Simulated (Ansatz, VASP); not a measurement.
## Cross-check of Nb23In8 between VASP and Ansatz

Aim: how closely do two programs agree when they are given the same cell, functional and k mesh? The cell is taken from a series of runs on this material, whose earlier steps may have relaxed, scaled, displaced or heated it; both programs get it as it stands. Valence electrons are named where the data sets of a main pair hold unlike numbers.

Program: Ansatz 0.2.0. Level of theory: plane waves, with VASP 6.6.1 beside it; single point at PBEsol. Results are calculated unless marked as measured.

### Step 1. The starting structure

The cell holds 31 atoms: 8 In and 23 Nb. Cell: a = 9.144 Å, b = 9.144 Å, c = 9.144 Å, α = 109.5°, β = 109.5°, γ = 109.5°. It derives from Nb3In. Nearest the centre at fractional (0.375, 0.125, 0.250): Nb12 at 2.67 Å, Nb13 at 2.67 Å, In4 at 2.85 Å, In7 at 2.85 Å, In5 at 2.85 Å, In1 at 2.85 Å, Nb16 at 3.31 Å, Nb23 at 3.31 Å.

### Step 2. VASP: single point, PBEsol

A single point gives forces, pressure and levels at one fixed geometry, so differences don't come from the geometry; what else differs is listed under the comparison.

Lines of VASP's logs that name or quote its potential files are left out, and so is its time.

File INCAR:

```
SYSTEM = Nb23In8
PREC = Accurate
ENCUT = 400
EDIFF = 1E-06
NELM = 200
ISMEAR = 1
SIGMA = 0.2
LREAL = Auto
ALGO = All
GGA = PS
LASPH = .TRUE.
LORBIT = 11
LWAVE = .FALSE.
LCHARG = .FALSE.
NCORE = 8
ISIF = 2
```

File POSCAR:

```
Nb23In8
1.0
   -5.2795026800      5.2795026800      5.2795026800
    5.2795026800     -5.2795026800      5.2795026800
    5.2795026800      5.2795026800     -5.2795026800
In Nb
8 23
Direct
    0.4944161900      0.4868698800      0.4924536800
    0.9949760900      0.9941273800      0.4991512900
    0.9949760900      0.4958248100      0.0008487100
    0.4944161900      0.0019625100      0.0075463200
    0.0131301200      0.0055838100      0.0075463200
    0.5058726200      0.5050239100      0.0008487100
    0.4980374900      0.0055838100      0.4924536800
    0.0041751900      0.5050239100      0.4991512900
    0.8750000000      0.6250000000      0.2500000000
    0.8677435900      0.1177435900      0.7500000000
    0.3822564100      0.6322564100      0.7500000000
    0.6277966900      0.3777966900      0.2500000000
    0.1222033100      0.8722033100      0.2500000000
    0.1250000000      0.3750000000      0.7500000000
    0.6250000000      0.8750000000      0.7500000000
    0.1190978400      0.2487985800      0.3818251700
    0.6198376900      0.7479767000      0.3748995400
    0.6198376900      0.2449381500      0.8718609900
    0.1190978400      0.7372726700      0.8702992600
    0.2550618500      0.6269228400      0.3748995400
    0.7627273300      0.1330265900      0.3818251700
    0.7520233000      0.6269228400      0.8718609900
    0.2512014200      0.1330265900      0.8702992600
    0.3669734100      0.2487985800      0.6297007400
    0.8730771600      0.7479767000      0.6281390100
    0.8730771600      0.2449381500      0.1251004600
    0.3669734100      0.7372726700      0.1181748300
    0.2512014200      0.3809021600      0.1181748300
    0.7520233000      0.8801623100      0.1251004600
    0.7627273300      0.3809021600      0.6297007400
    0.2550618500      0.8801623100      0.6281390100
```

File KPOINTS:

```
Automatic mesh
0
Gamma
3 3 3
0 0 0
```

PAW data sets: In_d and Nb_sv (PBE family, release 64).

Run with:

```bash
$ mpirun -np 8 vasp_std
```

Numbers of over 12 decimals in the logs are rounded to 6 here.

The log of the run:

```text
[banner, memory and clock lines left out]
running    8 mpi-ranks, on    1 nodes
[...]
|                                                                             |
|           W    W    AA    RRRRR   N    N  II  N    N   GGGG   !!!           |
|           W    W   A  A   R    R  NN   N  II  NN   N  G    G  !!!           |
|           W    W  A    A  R    R  N N  N  II  N N  N  G       !!!           |
|           W WW W  AAAAAA  RRRRR   N  N N  II  N  N N  G  GGG   !            |
|           WW  WW  A    A  R   R   N   NN  II  N   NN  G    G                |
|           W    W  A    A  R    R  N    N  II  N    N   GGGG   !!!           |
|                                                                             |
|     For optimal performance we recommend to set                             |
|       NCORE = 2 up to number-of-cores-per-socket                            |
|     NCORE specifies how many cores store one orbital (NPAR=cpu/NCORE).      |
|     This setting can greatly improve the performance of VASP for DFT.       |
[...]
gam= 0.584 trial= 0.360  step=  0.3885 mean=  0.3598
CGA:  34    -0.274125101348E+03   -0.39693E-05   -0.39193E-05  1446   0.940E-05   0.338E-05
 gam= 0.501 g(H,U,f)=  0.807E-05 0.129E-05 0.356E-07 ort(H,U,f) = 0.412E-05-0.713E-06-0.244E-07
 gam= 0.501 trial= 0.363  step=  0.3820 mean=  0.3626
SDA:  35    -0.274125103498E+03   -0.21499E-05   -0.21174E-05  1446   0.518E-05   0.333E-05
 gam= 0.000 g(H,U,f)=  0.416E-05 0.988E-06 0.349E-07 ort(H,U,f) = 0.376E-05-0.405E-06-0.211E-07
 gam= 0.000 trial= 0.365  step=  0.2823 mean=  0.3646
CGA:  36    -0.274125104208E+03   -0.71037E-06   -0.73088E-06  1446   0.541E-05   0.515E-06
 gam= 1.045 g(H,U,f)=  0.330E-05 0.203E-05 0.729E-07 ort(H,U,f) = 0.168E-05-0.113E-05-0.409E-07
 gam= 1.045 trial= 0.356  step=  0.3702 mean=  0.3563
CGA:  37    -0.274125105315E+03   -0.11073E-05   -0.11013E-05  1446   0.345E-05   0.100E-05
 gam= 0.638 g(H,U,f)=  0.267E-05 0.747E-06 0.338E-07 ort(H,U,f) = 0.125E-05-0.241E-06-0.107E-07
 gam= 0.638 trial= 0.358  step=  0.4073 mean=  0.3577
CGA:  38    -0.274125106155E+03   -0.83980E-06   -0.83342E-06  1446   0.318E-05   0.280E-06
 gam= 0.921 g(H,U,f)=  0.224E-05 0.906E-06 0.313E-07 ort(H,U,f) = 0.789E-06-0.488E-06-0.210E-07
 gam= 0.921 trial= 0.363  step=  0.4565 mean=  0.3627
 final diagonalization occupied
   1 F= -.27412511E+03 E0= -.27413110E+03  d E =0.179935E-01
```

OUTCAR, selected parts (step 2):

```text
  Total      -11.8557353    -11.8557353    -14.3483424      0.0000000     -0.0000000     -0.0000000
  in kB      -32.2700800    -32.2700800    -39.0546976      0.0000000     -0.0000000     -0.0000000
  external PRESSURE =     -34.5316192 kB  Pullay stress =       0.0000000 kB

 POSITION                                       TOTAL-FORCE (eV/Angst)
 -----------------------------------------------------------------------------------
      2.56007      2.63975      2.58079         0.028961     -0.000000      0.037280
      2.63079      2.63975      7.86621         0.011718     -0.000000      0.029646
     -2.63079      2.63975      7.86621        -0.011718      0.000000      0.029646
     -2.56007      2.63975      2.58079        -0.028961     -0.000000      0.037280
      0.00000      0.07968      0.05896         0.000000     -0.028961     -0.037280
      0.00000      0.00896      5.33255         0.000000     -0.011718     -0.029646
     -0.00000      5.19982      0.05896         0.000000      0.028961     -0.037280
      5.27950     -0.00896      0.05305        -0.000000      0.011718     -0.029646
      0.00000      2.63975      6.59938         0.000000     -0.000000     -0.000000
      0.00000      7.91925      1.24326         0.000000      0.000000     -0.088228
      5.27950      2.63975      1.39650         0.000000      0.000000      0.088228
      0.00000      2.63975      3.98916         0.000000     -0.000000      0.120555
      5.27950     -2.63975      3.93010         0.000000     -0.000000     -0.120555
      5.27950      2.63975     -1.31988         0.000000     -0.000000     -0.000000
[...]
-----------------------------------------------------------------------------------
    total drift:                                0.001729     -0.000601     -0.000961

  FREE ENERGIE OF THE ION-ELECTRON SYSTEM (eV)
  ---------------------------------------------------
  free  energy   TOTEN  =      -274.1251061550 eV

  energy  without entropy=     -274.1430997006  energy(sigma->0) =     -274.13110400

[... 3 further parts left out ...]
[key lines of the parts left out:]
E-fermi :  10.5529
```

This run has no spin polarisation. Its electron count is odd, so without a moment it is a metal by construction. The PAW data sets were made with PBE, which is usual practice but a small mismatch for other functionals.

### Step 3. Ansatz: single point, PBEsol

Ansatz runs on its default PAW (the set named soft_2) files.

The same cell, functional, mesh and smearing now go to Ansatz, which takes its cutoff from its data sets.

File input.yaml:

```yaml
crystal:
  lattice:
    - [-5.27950268, 5.27950268, 5.27950268]
    - [5.27950268, -5.27950268, 5.27950268]
    - [5.27950268, 5.27950268, -5.27950268]
  atoms:
    - { symbol: In, position: [0.49441619, 0.48686988, 0.49245368] }
    - { symbol: In, position: [0.99497609, 0.99412738, 0.49915129] }
    - { symbol: In, position: [0.99497609, 0.49582481, 0.00084871] }
    - { symbol: In, position: [0.49441619, 0.00196251, 0.00754632] }
    - { symbol: In, position: [0.01313012, 0.00558381, 0.00754632] }
    - { symbol: In, position: [0.50587262, 0.50502391, 0.00084871] }
    - { symbol: In, position: [0.49803749, 0.00558381, 0.49245368] }
    - { symbol: In, position: [0.00417519, 0.50502391, 0.49915129] }
    - { symbol: Nb, position: [0.875, 0.625, 0.25] }
    - { symbol: Nb, position: [0.86774359, 0.11774359, 0.75] }
    - { symbol: Nb, position: [0.38225641, 0.63225641, 0.75] }
    - { symbol: Nb, position: [0.62779669, 0.37779669, 0.25] }
    - { symbol: Nb, position: [0.12220331, 0.87220331, 0.25] }
    - { symbol: Nb, position: [0.125, 0.375, 0.75] }
    - { symbol: Nb, position: [0.625, 0.875, 0.75] }
    - { symbol: Nb, position: [0.11909784, 0.24879858, 0.38182517] }
    - { symbol: Nb, position: [0.61983769, 0.7479767, 0.37489954] }
    - { symbol: Nb, position: [0.61983769, 0.24493815, 0.87186099] }
    - { symbol: Nb, position: [0.11909784, 0.73727267, 0.87029926] }
    - { symbol: Nb, position: [0.25506185, 0.62692284, 0.37489954] }
    - { symbol: Nb, position: [0.76272733, 0.13302659, 0.38182517] }
    - { symbol: Nb, position: [0.7520233, 0.62692284, 0.87186099] }
    - { symbol: Nb, position: [0.25120142, 0.13302659, 0.87029926] }
    - { symbol: Nb, position: [0.36697341, 0.24879858, 0.62970074] }
    - { symbol: Nb, position: [0.87307716, 0.7479767, 0.62813901] }
    - { symbol: Nb, position: [0.87307716, 0.24493815, 0.12510046] }
    - { symbol: Nb, position: [0.36697341, 0.73727267, 0.11817483] }
    - { symbol: Nb, position: [0.25120142, 0.38090216, 0.11817483] }
    - { symbol: Nb, position: [0.7520233, 0.88016231, 0.12510046] }
    - { symbol: Nb, position: [0.76272733, 0.38090216, 0.62970074] }
    - { symbol: Nb, position: [0.25506185, 0.88016231, 0.62813901] }
hamiltonian:
  xc: pbesol
  pseudopotentials: { kind: paw }
kpoints:
  mp_grid: { grid: [3, 3, 3] }
scf:
  occupations: { method: methfessel_paxton, width: 0.2 }
  n_extra_bands: 11
output:
  forces: true
  eigenvalues: true
```

Run with:

```bash
$ ansatz run input.yaml --threads 8 --pin off --max-ram 18432MiB --backend cpu --events-out ev --progress --plain --runs-dir out
```

The log of the run:

```text
scf.n_extra_bands = 11 over 202 filled bands (N_el = 403.0): the run solves 213 bands
Engine: ansatz 0.2.0, aarch64-unknown-linux-gnu
Pseudopotentials: kind: paw
Pseudopotential: In, paw, valence charge 13, recommended cutoff 420 eV (normal), In.paw.azcp
Pseudopotential: Nb, paw, valence charge 13, recommended cutoff 420 eV (normal), Nb.paw.azcp
Functional definition: PBEsol
  exchange = pbesol_x
  correlation = pbesol_c
Crystal: 31 atoms, lattice volume = 588.625 Å³
Basis set: ecut = 420 eV, 11489 PW (Γ), exchange–correlation on 128×128×128 points (8 copies of the dense FFT grid, shifted against one another)
Bands: 213, of which v1, the nominal top of the filled ones, is band 202 counted from 1 (201 counted from 0)
Symmetry: 8 space group operations
Space group: I-4m2 (ITA 119), of the structure as read, at distance tolerance 8.4e-5 Å
k-points: 6 of 27 (time reversal used)
Non-local potential: In, projectors of the file, l = 0: 2, l = 1: 2, l = 2: 2, l = 3: 2
Non-local potential: Nb, projectors of the file, l = 0: 3, l = 1: 2, l = 2: 2, l = 3: 1
PAW form: soft (Blöchl's): semilocal exchange-correlation on the pseudo side does not see the compensation charge
PAW frozen core: In, regenerated for the run's functional, and the local potential with it (the file was generated under x = pbe(κ = 0.804, μ = 0.219515), c = pbe(β = 0.066725))
PAW frozen core: Nb, regenerated for the run's functional, and the local potential with it (the file was generated under x = pbe(κ = 0.804, μ = 0.219515), c = pbe(β = 0.066725))
PAW one-centre angular grid: In, 590 points (default); XC on 64 Gauss nodes
PAW one-centre angular grid: Nb, 590 points (default); XC on 64 Gauss nodes
Initial density: superposition of atomic densities (neutral atoms: chi_scale 0, normalization atom), corrected by the library's trained network
Initial wavefunctions: pseudopotential atomic-orbital guess
Functional: x = pbesol(κ = 0.804, μ = 0.123457), c = pbesol(β = 0.046)
SCF iter   1: F=—  HF=-147597.271779 eV  |F-HF|=—  |Δ(HF+E_count)|=         —  Δρ=7.14e-3  dr2=5.60e-1  ethr=1.77e-3  ⟨swp⟩=5.2  Hψ=4696  notcnv=0
preconditioner: auto → Kerker (q_TF=auto, 2.561 Å⁻¹)  [metal: Δε(μ)=0.029 eV  Ē_g=6.940 eV  σ=0.200 eV  W_gap=0.12  n_scr=176 (ndim 8)  ℏωp=22.6 eV  f_vac=0.003  D(μ)=35.61/eV (n_scr^D=368)]
SCF iter   2: F=—  HF=-147597.200927 eV  |F-HF|=—  |Δ(HF+E_count)|=   7.09e-2  S|Δr|=    0.00e0  Δρ=3.55e-3  dr2=6.78e-2  ethr=1.39e-4  ⟨swp⟩=1.2  Hψ=1621  notcnv=0
SCF iter   3: F=—  HF=-147597.185487 eV  |F-HF|=—  |Δ(HF+E_count)|=   1.54e-2  S|Δr|=    0.00e0  Δρ=1.53e-3  dr2=1.99e-2  ethr=1.68e-5  ⟨swp⟩=2.0  Hψ=1658  notcnv=0
SCF iter   4: F=—  HF=-147597.182425 eV  |F-HF|=—  |Δ(HF+E_count)|=   3.06e-3  S|Δr|=    0.00e0  Δρ=3.96e-4  dr2=2.34e-3  ethr=4.95e-6  ⟨swp⟩=2.0  Hψ=1671  notcnv=0
SCF iter   5: F=—  HF=-147597.182307 eV  |F-HF|=—  |Δ(HF+E_count)|=   1.19e-4  S|Δr|=    0.00e0  Δρ=2.15e-4  dr2=6.15e-4  ethr=5.81e-7  ⟨swp⟩=2.0  Hψ=1667  notcnv=0
SCF iter   6: F=—  HF=-147597.182266 eV  |F-HF|=—  |Δ(HF+E_count)|=   4.08e-5  S|Δr|=    0.00e0  Δρ=8.05e-5  dr2=9.87e-5  ethr=1.53e-7  ⟨swp⟩=2.0  Hψ=1540  notcnv=0
SCF iter   7: F=—  HF=-147597.180402 eV  |F-HF|=—  |Δ(HF+E_count)|=   1.86e-3  S|Δr|=    0.00e0  Δρ=3.22e-5  dr2=1.67e-5  ethr=2.45e-8  ⟨swp⟩=2.0  Hψ=1602  notcnv=0
SCF iter   8: F=—  HF=-147597.180400 eV  |F-HF|=—  |Δ(HF+E_count)|=   1.83e-6  S|Δr|=    0.00e0  Δρ=7.49e-6  dr2=1.09e-6  ethr=4.13e-9  ⟨swp⟩=2.0  Hψ=1693  notcnv=0
SCF iter   9: F=—  HF=-147597.180400 eV  |F-HF|=—  |Δ(HF+E_count)|=   1.60e-7  S|Δr|=    0.00e0  Δρ=3.66e-6  dr2=3.23e-7  ethr=2.71e-10  ⟨swp⟩=2.0  Hψ=1704  notcnv=0
SCF iter  10: F=—  HF=-147597.180400 eV  |F-HF|=—  |Δ(HF+E_count)|=   3.04e-8  S|Δr|=    0.00e0  Δρ=3.52e-6  dr2=2.42e-7  ethr=2.48e-11  ⟨swp⟩=5.3  Hψ=4247  notcnv=0
SCF iter  11: F=-147597.180400 eV  HF=-147597.180400 eV  |F-HF|=6.75e-9  |Δ(HF+E_count)|=   2.55e-8  S|Δr|=    0.00e0  Δρ=1.16e-6  dr2=1.92e-8  ethr=2.48e-11  ⟨swp⟩=2.0  Hψ=3969  notcnv=0
SCF 1 converged in 11 iterations: F = -147597.180400 eV  dr2 = 1.92e-8
  greatest PAW one-centre occupation: 0.998 electrons in one spin orbital (limit 2), on the Nb atom at site 13 (counted from 0), in its partial waves of l = 0
SCF converged after 11 iterations
Stability not checked: this state was not tested for a lower state beside it, because cold or Methfessel-Paxton smearing, or corrected tetrahedra, fill the levels in a way that the test cannot read (fill_not_monotonic; see scf.lower_state_search)
Free energy (F): -147597.180400 eV
Harris-Foulkes:  -147597.180400 eV  (|F-HF|=6.75e-9)
Internal energy: -147597.198841 eV  (E = F + TS)
E sigma→0 (E₀):  -147597.185010 eV
Entropy (-TS):   0.018441 eV (0.595 meV/atom)
Fermi energy:    16.143820 eV
--- Per-component energies (eV) ---
  E_band       = -1642.834481
  E_kinetic    = 11031.574038
[...]
atom  28  Nb    -0.01715761    -0.01225825     0.01007131
  atom  29  Nb     0.04428931     0.01481983    -0.00817862
  atom  30  Nb    -0.01715761     0.01225825     0.01007131
  atom  31  Nb     0.04428931    -0.01481983    -0.00817862
  max |Σ_I F_I| component: 2.78e-17 eV/Å
--- Band table (eV; the first three rows and the last of 6) ---
  k-point 0: bands = [... 198 lower, 16.3278, 16.4482, 16.4482, 16.5002, 16.5174, 16.6276, 16.6316, 16.6316, ... 7 higher]
  k-point 1: bands = [... 198 lower, 16.0220, 16.0797, 16.1133, 16.1687, 16.2721, 16.2975, 16.3064, 16.3658, ... 7 higher]
  k-point 2: bands = [... 198 lower, 16.0328, 16.0543, 16.1935, 16.2350, 16.2887, 16.3280, 16.3302, 16.3976, ... 7 higher]
  k-point 5: bands = [... 198 lower, 15.8358, 15.8771, 16.0313, 16.0717, 16.1664, 16.1721, 16.1881, 16.2372, ... 7 higher]
```

Reading the cycles: dr2 is the Hartree energy of the density residual (eV), the measure of convergence; HF is the Harris–Foulkes estimate of the energy, which meets the free energy F at convergence.

### Step 4. Comparison

Known differences besides the potentials themselves: the cutoff is 420 eV in Ansatz and 400 eV in VASP (PREC = Accurate, projectors in real space); Ansatz makes its cores anew for this functional, VASP keeps those of its PBE data sets. Total energies have different zeros and are not compared.

Forces on 7 of the 31 atoms, those with the largest forces and the largest differences (eV/Å; atoms numbered as in POSCAR):

```tsv
atom	Ansatz x, y, z	VASP x, y, z
In1	0.029, 0.000, 0.039	0.029, 0.000, 0.037
In5	0.000, -0.029, -0.039	0.000, -0.029, -0.037
In7	0.000, 0.029, -0.039	0.000, 0.029, -0.037
Nb10	0.000, 0.000, -0.098	0.000, 0.000, -0.088
Nb11	0.000, 0.000, 0.098	0.000, 0.000, 0.088
Nb12	0.000, 0.000, 0.136	0.000, 0.000, 0.121
Nb13	0.000, 0.000, -0.136	0.000, 0.000, -0.121
```

The forces differ by 3.7 meV/Å r.m.s., which is 12.8 % of the r.m.s. force of 0.029 eV/Å (both taken over all components).

### Step 5. Further runs

Further runs change the set-up of one program: Ansatz's method, potentials or start, or VASP's data sets, cutoff or form of LDA. The table gives that difference for each run.

```tsv
run	r.m.s. force difference (meV/Å)
as above	3.7
VASP with the data sets In_d_GW and Nb_sv_GW and a cutoff of 570 eV	1.4
```

### Step 6. Results

```json
{
  "r.m.s. force difference (single point, PBEsol)": "3.7 meV/Å"
}
```

In words: The r.m.s. force difference is 3.7 meV/Å (single point, PBEsol), within the 12 meV/Å picked in this series as the mark of a large difference. Single point, PBEsol, VASP with the data sets In_d_GW and Nb_sv_GW and a cutoff of 570 eV: r.m.s. force difference goes from 3.7 to 1.4 meV/Å. How closely two codes agree says nothing of how well the functional describes the real material.

[Lines on the potential files, build, host, timing and source positions are cut from VASP's logs without a mark.]

[Logs are printed without paths, hosts, clocks, repeated set-up lines and the standing remarks that a program may print on its own settings, such as how far it seeks lower states.]

[Hosts, paths, dates, database ids (printed as entryN), source tags and the programs' standing remarks are cut or masked in the printed files.]
